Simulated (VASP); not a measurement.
Runs of VASP 6.6.1 on NaCl. The structure is cubic, space group Fm-3m (No. 225). Conventional cell: a = 5.608 Å, b = 5.608 Å, c = 5.608 Å, α = 90.00°, β = 90.00°, γ = 90.00°. Na (site symmetry m-3m) has 6 Cl at 2.80 Å as nearest neighbours. Cl (site symmetry m-3m) has 6 Na at 2.80 Å as nearest neighbours. 

```csv
task,level,cell,k mesh,cutoff (eV),gap on the mesh (eV),pressure (GPa)
relaxation of the atoms,PBEsol,atoms relaxed,8 × 8 × 8,600,5.00,0.0
relaxation of the atoms,PBEsol,atoms relaxed from: a relaxed cell with its volume scaled by 0.94,8 × 8 × 8,600,5.24,1.8
relaxation of the atoms,PBEsol,atoms relaxed from: a relaxed cell with its volume scaled by 1.04,8 × 8 × 8,600,(b),-1.0
relaxation of the atoms,PBEsol,atoms relaxed from: a relaxed cell with its volume scaled by 0.96,8 × 8 × 8,600,5.15,1.1
single point,PBE,"Fm-3m, 22.19 Å³/atom",6 × 6 × 6,520,5.15,1.0
relaxation of the atoms,PBEsol,atoms relaxed from: a relaxed cell with its volume scaled by 0.98,8 × 8 × 8,600,5.07,0.5
relaxation of the atoms,PBEsol,atoms relaxed from: a relaxed cell with its volume scaled by 1.02,8 × 8 × 8,600,4.92,-0.5
relaxation of the atoms,PBEsol,atoms relaxed from: a relaxed cell with its volume scaled by 1.06,8 × 8 × 8,600,(a),-1.3
```

Alike in all rows: potentials or basis VASP PAW PBE potentials, release 64 (Na_pv, Cl); no spin polarisation; smearing gaussian 0.03 eV.

Q: Fill in the values left out.

A: (a) 4.79; (b) 4.85.

Caveats: the relaxation stopped at its first step, so nothing moved (some runs); the PAW data sets were made with another functional, which shifts forces and pressure a little (some runs).

A k mesh can miss the band edges.
